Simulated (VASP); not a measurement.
Calculation: PBE GGA, VASP's PBE PAW potentials (set 64) (plane waves; VASP).

Input for VASP

### INCAR
```
ALGO = Normal
EDIFF = 1E-6
ENCUT = 300
GGA = PE
ISIF = 2
ISMEAR = -1
LASPH = .TRUE.
LCHARG = .FALSE.
LMAXMIX = 6
LREAL = .FALSE.
LWAVE = .FALSE.
NELM = 100
PREC = Accurate
SIGMA = 0.02
SYSTEM = PtS2
```

**KPOINTS**
```
Automatic mesh
0
G
6 6 4
```

### POSCAR
```
PtS2
5.0999760
  0.3511904762  -0.6082797252   0.0000000000
  0.3511904762   0.6082797252   0.0000000000
  0.0000000000   0.0000000000   1.0000000000
Pt S
1 2
Cart
  0.0000000000   0.0000000000   0.0000000000
  0.3511904762   0.2027603139   0.2300000000
  0.3511904762  -0.2027603139   0.7700000000
```

POTCAR, in this order: Pt S (PBE.64 set). Program: vasp_std.

At this cut-off the stress carries a Pulay error, which pulls relaxed volumes low.

Predict the energy per atom (σ→0), pressure, largest force.

```yaml
energy per atom (σ→0): -5.128 eV/atom
pressure: 4.05 GPa
largest_force: 0.510 eV/Å
```

### OSZICAR
```
...
DAV:   8    -0.153899057955E+02    0.16984E-01   -0.82503E-02   811   0.208E+00    0.130E+00
DAV:   9    -0.153848796255E+02    0.50262E-02   -0.14824E-02   874   0.135E+00    0.230E-01
DAV:  10    -0.153851298411E+02   -0.25022E-03   -0.17794E-03   902   0.303E-01    0.845E-02
DAV:  11    -0.153851821663E+02   -0.52325E-04   -0.61858E-05   919   0.677E-02    0.430E-02
DAV:  12    -0.153851860176E+02   -0.38513E-05   -0.12453E-05   895   0.330E-02    0.105E-02
DAV:  13    -0.153851872423E+02   -0.12247E-05   -0.15521E-06   699   0.954E-03    0.352E-03
DAV:  14    -0.153851874749E+02   -0.23256E-06   -0.32487E-07   577   0.478E-03
   1 F= -.15385187E+02 E0= -.15385187E+02  d E =-.375625E-10
```

The structure is a typed PtS2 crystal (P-3m1). The cell was not relaxed at this level.
